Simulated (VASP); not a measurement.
Given:

```
CELL_PARAMETERS angstrom
      3.86076     0.00000     0.00000
      0.00000     3.86076     0.00000
      0.00000     0.00000     3.86076
ATOMIC_POSITIONS crystal
  Sr 0.00000 0.00000 0.00000
  V  0.50000 0.50000 0.50000
  O  0.50000 0.00000 0.50000
  O  0.00000 0.50000 0.50000
  O  0.50000 0.50000 0.00000
```

Calculation: PW91 GGA, VASP's PBE PAW potentials (set 64) (plane waves; VASP). Settings: 520 eV cut-off, Gaussian smearing of 0.050 eV, potentials Sr_sv V_sv O.

What does the run give for the band gap (along the path) with the smallest direct gap where there is one?

- band gap (along the path) = none (metal, semimetal or under 0.01 eV)

Only differences to runs with the same potentials and settings are physical.

The compound is SrVO3 in the cubic perovskite structure. It was relaxed first. The run is not spin-polarised, so no magnetic state was tried. The electron count is odd and the run is not spin-polarised, which forces a metal.
